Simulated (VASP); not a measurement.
Method: PBE GGA, VASP's PBE PAW potentials (set 64) (plane waves; VASP 6.6.1).

VASP input:

POSCAR:
```
Cd3W
1
    4.3321350000     0.0000000000     0.0000000000
    0.0000000000     4.3321350000     0.0000000000
    0.0000000000     0.0000000000     4.3321350000
Cd W
3 1
Direct
  0.0000000000   0.5000000000   0.5000000000
  0.5000000000   0.5000000000   0.0000000000
  0.5000000000   0.0000000000   0.5000000000
  0.0000000000   0.0000000000   0.0000000000
```

**KPOINTS**
```
Automatic
0
G
7 7 7
0 0 0
```

INCAR:
```
ALGO=Normal
EDIFF=1E-6
ENCUT=300
GGA=PE
ISIF=2
ISMEAR=0
LASPH=T
LCHARG=F
LMAXMIX=6
LREAL=F
LWAVE=F
NELM=100
PREC=Accurate
SIGMA=0.05
SYSTEM=Cd3W
```

POTCAR, in this order: Cd W_sv (PBE.64 set). Program: vasp_std.

Output of the run:

File OUTCAR:
```
 ion  position               nearest neighbor table
   1  0.000  0.500  0.500-   2 3.06   3 3.06   4 3.06   2 3.06   4 3.06   3 3.06   4 3.06   4 3.06
                             2 3.06   3 3.06   2 3.06   3 3.06
   2  0.500  0.500  0.000-   1 3.06   3 3.06   4 3.06   1 3.06   3 3.06   3 3.06   4 3.06   3 3.06
                             1 3.06   4 3.06   1 3.06   4 3.06
   3  0.500  0.000  0.500-   1 3.06   2 3.06   4 3.06   2 3.06   4 3.06   1 3.06   2 3.06   2 3.06
                             1 3.06   4 3.06   4 3.06   1 3.06
   4  0.000  0.000  0.000-   1 3.06   2 3.06   3 3.06   1 3.06   3 3.06   1 3.06   2 3.06   1 3.06
                             2 3.06   3 3.06   3 3.06   2 3.06
  LATTYP: Found a simple cubic cell.
 ALAT       =     4.3321350000
 Subroutine PRICEL returns:
 Original cell was already a primitive cell.
 Subroutine GETGRP returns: Found 48 space group operations
The static configuration has the point symmetry O_h .
The dynamic configuration has the point symmetry O_h .
 Subroutine INISYM returns: Found 48 space group operations
 Subroutine IBZKPT returns following result:
 Found     20 irreducible k-points:

 Following reciprocal coordinates:
            Coordinates               Weight
  0.000000  0.000000  0.000000      1.000000
  0.142857  0.000000  0.000000      6.000000
  0.285714  0.000000  0.000000      6.000000
...
```

OSZICAR:
```
       N       E                     dE             d eps       ncg     rms          rms(c)
DAV:   1     0.329634238647E+03    0.32963E+03   -0.19967E+04  1208   0.119E+03
DAV:   2    -0.238914276923E+01   -0.33202E+03   -0.32368E+03  1290   0.384E+02
DAV:   3    -0.133372484379E+02   -0.10948E+02   -0.10821E+02  1406   0.749E+01
DAV:   4    -0.134273780271E+02   -0.90130E-01   -0.89781E-01  1254   0.584E+00
DAV:   5    -0.134283226025E+02   -0.94458E-03   -0.94447E-03  1374   0.515E-01    0.120E+01
DAV:   6    -0.128567883329E+02    0.57153E+00   -0.20831E+00  1286   0.102E+01    0.601E+00
DAV:   7    -0.127818013223E+02    0.74987E-01   -0.51576E-01  1326   0.435E+00    0.493E+00
DAV:   8    -0.127290705655E+02    0.52731E-01   -0.19937E-01  1274   0.230E+00    0.139E+00
DAV:   9    -0.127286882053E+02    0.38236E-03   -0.80774E-03  1316   0.698E-01    0.303E-01
DAV:  10    -0.127286339331E+02    0.54272E-04   -0.19963E-03  1276   0.259E-01    0.490E-02
DAV:  11    -0.127285735056E+02    0.60428E-04   -0.30809E-04  1264   0.955E-02    0.184E-02
DAV:  12    -0.127285756998E+02   -0.21943E-05   -0.78904E-06  1020   0.159E-02    0.541E-03
DAV:  13    -0.127285753491E+02    0.35071E-06   -0.70276E-07   740   0.523E-03
   1 F= -.12728575E+02 E0= -.12726676E+02  d E =-.379958E-02
```

### OUTCAR
```
------------------------ aborting loop because EDIFF is reached ----------------------------------------
  FORCE on cell =-STRESS in cart. coord.  units (eV):
  Direction    XX          YY          ZZ          XY          YZ          ZX
  --------------------------------------------------------------------------------------
  Total       -2.9732869     -2.9732869     -2.9732869      0.0000000     -0.0000000      0.0000000
  in kB      -58.5924232    -58.5924232    -58.5924232      0.0000000     -0.0000000      0.0000000
  external PRESSURE =     -58.5924232 kB  Pullay stress =       0.0000000 kB
  volume of cell :       81.30
      direct lattice vectors                 reciprocal lattice vectors
     4.332135000  0.000000000  0.000000000     0.230833065  0.000000000  0.000000000
     0.000000000  4.332135000  0.000000000     0.000000000  0.230833065  0.000000000
     0.000000000  0.000000000  4.332135000     0.000000000  0.000000000  0.230833065
 POSITION                                       TOTAL-FORCE (eV/Angst)
 -----------------------------------------------------------------------------------
      0.00000      2.16607      2.16607         0.000000      0.000000      0.000000
      2.16607      2.16607      0.00000         0.000000      0.000000      0.000000
      2.16607      0.00000      2.16607         0.000000      0.000000      0.000000
      0.00000      0.00000      0.00000         0.000000      0.000000      0.000000
 -----------------------------------------------------------------------------------
    total drift:                                0.000000     -0.000000     -0.000000
  FREE ENERGIE OF THE ION-ELECTRON SYSTEM (eV)
  ---------------------------------------------------
  free  energy   TOTEN  =       -12.7285753491 eV

  energy  without entropy=      -12.7247757707  energy(sigma->0) =      -12.72667556
```
(Selected blocks of OUTCAR.)

**OUTCAR**
```
 val. band max:        4.3144617938   @ k =   0.2857   0.1429   0.0000

 cond. band min:       4.3708798944   @ k =   0.4286   0.0000   0.0000


 Fermi energy:         4.3318150471

 k-point     1 :       0.0000    0.0000    0.0000
  band No.  band energies     occupation
      1     -69.9944      2.00000
      2     -34.1510      2.00000
      3     -34.1510      2.00000
      4     -34.1510      2.00000
      5      -5.3372      2.00000
      6      -5.1328      2.00000
      7      -5.1328      2.00000
      8      -5.1328      2.00000
      9      -4.8600      2.00000
     10      -4.8600      2.00000
     11      -4.5086      2.00000
     12      -4.2370      2.00000
     13      -4.2370      2.00000
     14      -4.2370      2.00000
     15      -3.9376      2.00000
     16      -3.9376      2.00000
     17      -3.5826      2.00000
     18      -3.5209      2.00000
     19      -3.5209      2.00000
     20      -3.5209      2.00000
     21       2.8128      2.00000
     22       2.8128      2.00000
     23       4.1429      2.00000
     24       4.1429      2.00000
     25       4.1429      2.00000
     26       4.7110      0.00000
     27       4.7110      0.00000
     28       4.7110      0.00000
     29       7.7839      0.00000
     30       9.1641      0.00000

 k-point     2 :       0.1429    0.0000    0.0000
  band No.  band energies     occupation
      1     -69.9946      2.00000
      2     -34.1522      2.00000
      3     -34.1511      2.00000
      4     -34.1511      2.00000
      5      -5.2762      2.00000
      6      -5.1093      2.00000
      7      -5.0742      2.00000
      8      -5.0742      2.00000
      9      -4.8293      2.00000
     10      -4.7969      2.00000
     11      -4.3226      2.00000
     12      -4.2611      2.00000
     13      -4.2274      2.00000
     14      -4.2274      2.00000
     15      -3.9736      2.00000
     16      -3.9349      2.00000
     17      -3.6233      2.00000
     18      -3.6202      2.00000
...
```

At this cut-off the stress carries a Pulay error, which pulls relaxed volumes low. Unless said otherwise, spin-orbit coupling is left out, though it shifts the bands of the heavy elements here.

The structure was generated: Cd3W was put into an ordered model structure, which need not be its known phase. The cell was not relaxed at this level.
